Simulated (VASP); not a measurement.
Method: PBEsol GGA, VASP's PBE PAW potentials (set 64) (plane waves; VASP 6.6.1).

VASP input:

### INCAR
```
ALGO = Normal
EDIFF = 1E-6
ENCUT = 300
GGA = PS
ISIF = 2
ISMEAR = 0
LASPH = T
LCHARG = F
LMAXMIX = 6
LREAL = F
LWAVE = F
NELM = 100
PREC = Accurate
SIGMA = 0.01
SYSTEM = Au2S
```

File POSCAR:
```
Au2S
5.2041630
  1.0000000000   0.0000000000   0.0000000000
  0.0000000000   1.0000000000   0.0000000000
  0.0000000000   0.0000000000   1.0000000000
S Au
2 4
Cartesian
  0.0000000000   0.0000000000   0.0000000000
  0.5000000000   0.5000000000   0.5000000000
  0.2500000000   0.2500000000   0.7500000000
  0.2500000000   0.7500000000   0.2500000000
  0.7500000000   0.7500000000   0.7500000000
  0.7500000000   0.2500000000   0.2500000000
```

KPOINTS:
```
Automatic mesh
0
G
 3 3 3
0 0 0
```

POTCAR, in this order: S Au (PBE.64 set). Program: vasp_std.

The run wrote:

### OSZICAR
```
       N       E                     dE             d eps       ncg     rms          rms(c)
DAV:   1     0.249432017524E+03    0.24943E+03   -0.20280E+04   264   0.993E+02
DAV:   2    -0.145767114777E+02   -0.26401E+03   -0.25798E+03   300   0.241E+02
DAV:   3    -0.258117310134E+02   -0.11235E+02   -0.11125E+02   310   0.498E+01
DAV:   4    -0.260061362931E+02   -0.19441E+00   -0.19418E+00   294   0.721E+00
DAV:   5    -0.260113408375E+02   -0.52045E-02   -0.51992E-02   343   0.111E+00    0.216E+01
DAV:   6    -0.244708693919E+02    0.15405E+01   -0.68222E+00   268   0.170E+01    0.133E+01
DAV:   7    -0.244275388296E+02    0.43331E-01   -0.33715E-01   302   0.293E+00    0.643E+00
DAV:   8    -0.244065768783E+02    0.20962E-01   -0.34757E-02   334   0.903E-01    0.608E-01
DAV:   9    -0.244059257056E+02    0.65117E-03   -0.28381E-03   302   0.322E-01    0.279E-01
DAV:  10    -0.244059505572E+02   -0.24852E-04   -0.89617E-04   310   0.128E-01    0.644E-02
DAV:  11    -0.244059316219E+02    0.18935E-04   -0.66475E-05   302   0.399E-02    0.355E-02
DAV:  12    -0.244059313604E+02    0.26148E-06   -0.21950E-05   319   0.188E-02    0.823E-03
DAV:  13    -0.244059311872E+02    0.17324E-06   -0.46639E-07   213   0.399E-03
   1 F= -.24405931E+02 E0= -.24405931E+02  d E =-.779933E-48
```

File OUTCAR:
```
------------------------ aborting loop because EDIFF is reached ----------------------------------------
  FORCE on cell =-STRESS in cart. coord.  units (eV):
  Direction    XX          YY          ZZ          XY          YZ          ZX
  --------------------------------------------------------------------------------------
  Total        1.0365640      1.0365640      1.0365640     -0.0000000     -0.0000000      0.0000000
  in kB       11.7829499     11.7829499     11.7829499     -0.0000000     -0.0000000      0.0000000
  external PRESSURE =      11.7829499 kB  Pullay stress =       0.0000000 kB
  volume of cell :      140.95
      direct lattice vectors                 reciprocal lattice vectors
     5.204163000  0.000000000  0.000000000     0.192153858  0.000000000  0.000000000
     0.000000000  5.204163000  0.000000000     0.000000000  0.192153858  0.000000000
     0.000000000  0.000000000  5.204163000     0.000000000  0.000000000  0.192153858
 POSITION                                       TOTAL-FORCE (eV/Angst)
 -----------------------------------------------------------------------------------
      0.00000      0.00000      0.00000        -0.000000      0.000000     -0.000000
      2.60208      2.60208      2.60208        -0.000000      0.000000     -0.000000
      1.30104      1.30104      3.90312        -0.000000      0.000000     -0.000000
      1.30104      3.90312      1.30104         0.000000     -0.000000      0.000000
      3.90312      3.90312      3.90312        -0.000000      0.000000      0.000000
      3.90312      1.30104      1.30104        -0.000000     -0.000000     -0.000000
 -----------------------------------------------------------------------------------
    total drift:                                0.000000      0.000000     -0.000000
  FREE ENERGIE OF THE ION-ELECTRON SYSTEM (eV)
  ---------------------------------------------------
  free  energy   TOTEN  =       -24.4059311872 eV

  energy  without entropy=      -24.4059311872  energy(sigma->0) =      -24.40593119
```
(Selected blocks of OUTCAR.)

At this cut-off the stress carries a Pulay error, which pulls relaxed volumes low.

The structure comes from a computed database's Au2S entry (Pn-3m); how it stands against other phases isn't given here. The cell was not relaxed at this level, and its volume differs by -5.9 % from the start's.
